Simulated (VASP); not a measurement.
```
CELL_PARAMETERS angstrom
      5.76491     0.00000     0.00000
      0.00000     5.76491     0.00000
      0.00000     0.00000     5.76491
ATOMIC_POSITIONS crystal
  In 0.00000 0.00000 0.00000
  As 0.25959 0.25959 0.25959
  As 0.74041 0.74041 0.25959
  As 0.74041 0.25959 0.74041
  As 0.25959 0.74041 0.74041
  Ga 0.50000 0.50000 0.00000
  Ga 0.50000 0.00000 0.50000
  Ga 0.00000 0.50000 0.50000
```

All values below come from PBEsol GGA, VASP's PBE PAW potentials (set 64) (plane waves; VASP). Numerical set-up: 400 eV cut-off, 5×5×5 Γ-centred mesh, tetrahedra with Blöchl corrections, potentials In_d As Ga_d.

Unless said otherwise, spin-orbit coupling is left out, though it shifts the bands of the heavy elements here.

Task: What does the run give for the energy per atom (σ→0), band gap (on the k-mesh) with the smallest direct gap where there is one?

Result: 
band gap (on the k-mesh): 0.10 eV
smallest direct gap (on the k-mesh): 0.10 eV
energy per atom (σ→0): -4.452 eV/atom

Total energies compare only between runs with the same potentials, cut-off and functional.

The structure was generated: Ga3InAs4 was put into an ordered model structure (P-43m), which need not be its known phase. It was relaxed first.
